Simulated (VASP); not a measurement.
Crystal: Ge2Sb2Te5.

```
Te Sb Ge
1.0
     6.83914   -3.06601    0.00000
     6.83914    3.06601    0.00000
    -6.83098    0.00000    6.84761
Te Sb Ge
5 2 2
Direct
  0.59470 0.59470 0.38643
  0.79529 0.79529 0.19611
  0.00832 0.00832 0.00643
  0.20652 0.20652 0.80980
  0.39996 0.39996 0.59712
  0.90171 0.90171 0.58787
  0.11187 0.11187 0.41735
  0.28429 0.28429 0.18783
  0.49734 0.49734 0.01104
```

The cell comes from a database or a generator and needn't be the stable form of this composition.

Base run:

- Program: VASP 6.6.1
- Functional: LDA
- Potentials or basis: VASP PAW LDA potentials, release 64 (Te, Sb, Ge_d)
- Cutoff: 520 eV
- k mesh: 3 × 3 × 3
- Occupations: gaussian, width 0.02 eV
- Spin: no spin polarisation

Its results: band gap on the k mesh 0.89 eV, indirect (least direct gap 0.97 eV).

Problem. The run is repeated on the same cell with these changes: k mesh from 3 × 3 × 3 to 4 × 4 × 3; further incar settings from ALGO = Fast; EDIFF = 1e-08 to ALGO = Fast; EDIFF = 1e-06; NBANDS = 82. What comes out?

Solution. Band gap on the k mesh 0.06 eV, direct.

Caveats: spin-orbit coupling is left out, which moves the levels of the heavy elements; an odd mesh through Γ misses points on the zone boundary, where band edges often lie.

Not every run made on this cell is shown here.
